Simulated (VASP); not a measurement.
Nb3Sn:

```
CELL_PARAMETERS angstrom
5.25700 0.00000 0.00000
0.00000 5.25700 0.00000
0.00000 0.00000 5.25700
ATOMIC_POSITIONS crystal
Nb 0.25000 0.00000 0.50000
Nb 0.50000 0.75000 0.00000
Nb 0.75000 0.00000 0.50000
Nb 0.50000 0.25000 0.00000
Nb 0.00000 0.50000 0.75000
Nb 0.00000 0.50000 0.25000
Sn 0.00000 0.00000 0.00000
Sn 0.50000 0.50000 0.50000
```

Base run:

- Program: VASP 6.6.1
- Functional: PBE
- Potentials or basis: VASP PAW PBE potentials, release 64 (Nb_sv, Sn_d)
- Cutoff: 520 eV
- k mesh: 8 × 8 × 8
- Occupations: methfessel-paxton, width 0.1 eV
- Spin: no spin polarisation

Its results: pressure 5.9 GPa.

Problem. The run is repeated on the same cell with these changes: functional from PBE to r2SCAN. What comes out?

Solution. Pressure 4.7 GPa.

Caveats: the PAW data sets were made with another functional, which shifts forces and pressure a little (some runs).
